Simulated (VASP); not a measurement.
Data:

```
CELL_PARAMETERS angstrom
      0.00000     3.36500     3.36500
      3.36500     0.00000     3.36500
      3.36500     3.36500     0.00000
ATOMIC_POSITIONS crystal
  Co 0.00000 0.00000 0.00000
  Co 0.25000 0.25000 0.25000
  Ti 0.62500 0.62500 0.62500
  Ti 0.12500 0.62500 0.62500
  Ti 0.62500 0.62500 0.12500
  Ti 0.62500 0.12500 0.62500
```
Starting moments (μB, in the order of the record's atoms Co Co Ti Ti Ti Ti): 3.0 3.0 0.0 0.0 0.0 0.0.

These are LDA (Ceperley-Alder, Perdew-Zunger), VASP's LDA PAW potentials (set 64) (plane waves; VASP) values and carry that method's errors. Run with 300 eV cut-off, 6×6×6 Γ-centred mesh, Fermi-Dirac smearing of 0.10 eV, potentials Co Ti_sv.

At this cut-off the stress carries a Pulay error, which pulls relaxed volumes low.

Task: Give the stress tensor in GPa (positive for a compressed cell).

Result: 
```
9.83  0.00  0.00
0.00  9.83  0.00
0.00  0.00  9.83
```
The pressure is its mean diagonal, 9.83 GPa.

The structure comes from a measured Ti2Co entry of the Crystallography Open Database, whose conditions weren't checked. The cell was not relaxed at this level.
